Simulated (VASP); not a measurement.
Runs of VASP 6.6.1 on SiMo3. The structure is cubic, space group Pm-3n (No. 223). Conventional cell: a = 4.889 Å, b = 4.889 Å, c = 4.889 Å, α = 90.00°, β = 90.00°, γ = 90.00°. Si (site symmetry m-3) has 12 Mo at 2.73 Å as nearest neighbours. Around Mo (site symmetry -4m2) lie 2 Mo at 2.44 Å and 4 Si at 2.73 Å. 

```tsv
level	potentials or basis	k mesh	cutoff (eV)	gap on the mesh (eV)	pressure (GPa)	relaxed volume (Å³/atom)
PBE+D3(BJ)	VASP PAW PBE potentials, release 64 (Si, Mo_sv)	8 × 8 × 8	600	none	-0.1	(b)
LDA	VASP PAW LDA potentials, release 64 (Si, Mo_sv)	8 × 8 × 8	600	none	-0.1	14.18
PBEsol	VASP PAW PBE potentials, release 64 (Si, Mo_sv)	8 × 8 × 8	600	none	-0.1	14.39
PBE	VASP PAW PBE potentials, release 64 (Si, Mo_sv)	8 × 8 × 8	600	none	0.0	(a)
r2SCAN	VASP PAW PBE potentials, release 64 (Si, Mo_sv)	8 × 8 × 8	600	none	0.0	14.62
PBE	VASP PAW PBE potentials, release 64 (Si, Mo)	4 × 4 × 4	300	none	0.0	14.65
```

Alike in all rows: task relaxation of cell and atoms; no spin polarisation; cell relaxed; smearing methfessel-paxton 0.1 eV.

Problem. Estimate the missing entries.

Solution. (a) 14.79; (b) 14.36.

Caveats: the PAW data sets were made with another functional, which shifts forces and pressure a little (some runs); pairwise dispersion overbinds metals, which lowers pressure and volume (some runs); the cutoff is under 1.25 times the usual one of these potentials, so pressure, stress and relaxed cells hold a basis-set (Pulay) error (some runs).

A k mesh can miss the band edges, and the runs leave out spin-orbit coupling on Mo.

A gap of «none» marks a metal or a gap under the smearing width.

Not every run made on this cell is shown here.
